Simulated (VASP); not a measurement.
Given:

```
CELL_PARAMETERS angstrom
      0.00000     2.26000     2.26000
      2.26000     0.00000     2.26000
      2.26000     2.26000     0.00000
ATOMIC_POSITIONS crystal
  Hf 0.00000 0.00000 0.00000
  N  0.50000 0.50000 0.50000
```

The numbers are results of vdW-DF2, VASP's PBE PAW potentials (set 64) (plane waves; VASP), not measurements. Run with 520 eV cut-off, 13×13×13 Γ-centred mesh, first-order Methfessel-Paxton smearing of 0.10 eV, potentials Hf_pv N.

Energy and stress use the plane-wave basis of the starting cell.

Q: The ions, cell shape and volume are relaxed. Which structure does the run end with?

A: 
```
CELL_PARAMETERS angstrom
      0.00000     2.31098     2.31098
      2.31098     0.00000     2.31098
      2.31098     2.31098     0.00000
ATOMIC_POSITIONS crystal
  Hf 0.00000 0.00000 0.00000
  N  0.50000 0.50000 0.50000
```
Space group Fm-3m (225), at a tolerance of 0.03 Å.

Q: How do energy and volume change from the first to the last step?

A: The energy (σ→0) changes by -43.2 meV/atom and the volume by +6.9 %, in 4 ionic steps.

```tsv
step	E(σ→0) (eV)	max force (eV/Å)	pressure (GPa)	volume (Å³)
1	-16.5334	0.000	18.43	23.09
2	-16.3786	0.000	-22.25	27.81
3	-16.6198	0.000	-0.59	24.74
4	-16.6199	0.000	-0.06	24.68
```

The compound is HfN in the rock salt structure. This run relaxes it. Symmetry was kept, so distortions that lower it aren't found. The electron count is odd and the run is not spin-polarised, which forces a metal.
